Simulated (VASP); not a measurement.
The input files of a VASP run:

**KPOINTS**
```
Automatic mesh
0
gamma
  7 7 7
```

**INCAR**
```
ALGO = Normal
ISMEAR = 0
SYSTEM = MgS
NELM = 100   ! most electronic steps
IBRION = 2
LWAVE = F
LREAL = F   ! projection in real space or not
EDIFF = 1E-6
LCHARG = F
ISIF = 3   ! ions, shape and volume
EDIFFG = -0.01
NSW = 60   ! most ionic steps
ENCUT = 400   ! plane-wave cut-off (eV)
SIGMA = 0.05   ! width (eV)
LASPH = T   ! aspherical one-centre terms
PREC = Accurate
```

### POSCAR
```
MgS
1.0
  0.0000000000   2.8331200000   2.8331200000
  2.8331200000   0.0000000000   2.8331200000
  2.8331200000   2.8331200000   0.0000000000
Mg S
1 1
Cartesian
  0.0000000000   0.0000000000   0.0000000000
  4.2496800000   4.2496800000   4.2496800000
```

POTCAR, in this order: Mg S (LDA.64 set). Program: vasp_std.

Write an equivalent input for Quantum ESPRESSO's pw.x.

One equivalent input (not run):
```
&CONTROL
  calculation = 'vc-relax'
  pseudo_dir = './pseudo'
  outdir = './out'
  tprnfor = .true.
  tstress = .true.
  nstep = 60
  forc_conv_thr = 0.00039
/
&SYSTEM
  ibrav = 0
  nat = 2
  ntyp = 2
  ecutwfc = 84
  occupations = 'smearing'
  smearing = 'gaussian'
  degauss = 0.003675
  input_dft = 'pz'
/
&ELECTRONS
  conv_thr = 7.3e-08
  electron_maxstep = 100
/
&IONS
/
&CELL
/
ATOMIC_SPECIES
  Mg 24.305 Mg.upf
  S 32.060 S.upf
CELL_PARAMETERS angstrom
     0.0000000    2.8331200    2.8331200
     2.8331200    0.0000000    2.8331200
     2.8331200    2.8331200    0.0000000
ATOMIC_POSITIONS crystal
  Mg   0.0000000  0.0000000  0.0000000
  S    0.7500000  0.7500000  0.7500000
K_POINTS automatic
  7 7 7 0 0 0
```
Limits of the translation: the potentials are each code's own (VASP's PAW set, PseudoDojo norm-conserving files in pw.x), so ENCUT and ecutwfc are chosen apart and not converted; conv_thr bounds pw.x's estimated SCF error, while EDIFF bounds the energy change between steps; forc_conv_thr acts on force components and is met together with etot_conv_thr.

The structure comes from a computed database's MgS entry (F-43m); how it stands against other phases isn't given here. This run relaxes it. Symmetry was kept, so distortions that lower it aren't found.
